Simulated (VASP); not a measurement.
Given:

```
CELL_PARAMETERS angstrom
      3.89098     0.00000     0.00000
      0.00000     3.89098     0.00000
      0.00000     0.00000     3.89098
ATOMIC_POSITIONS crystal
  Ti 0.00000 0.00000 0.00000
  Pt 0.00000 0.50000 0.50000
  Pt 0.50000 0.00000 0.50000
  Pt 0.50000 0.50000 0.00000
```

The numbers are results of AM05 GGA, VASP's PBE PAW potentials (set 64) (plane waves; VASP 6.6.1), not measurements. Settings: 520 eV cut-off, 9×9×9 Γ-centred mesh, tetrahedra with Blöchl corrections, potentials Ti_sv Pt.

The cores are frozen, which limits the accuracy of field gradients.

Task: Give the principal components of the electric field gradient (V/Å²) and the asymmetry η at each nucleus.

Result: 
| atom | Vxx | Vyy | Vzz | η |
|---|---|---|---|---|
| Ti1 | 0.0 | 0.0 | 0.0 | - |
| Pt2 | 36.1 | 36.1 | -72.2 | 0.00 |
| Pt3 | 36.1 | 36.1 | -72.2 | 0.00 |
| Pt4 | 36.1 | 36.1 | -72.2 | 0.00 |

The compound is Pt3Ti in the L1_2 structure. It was relaxed first.
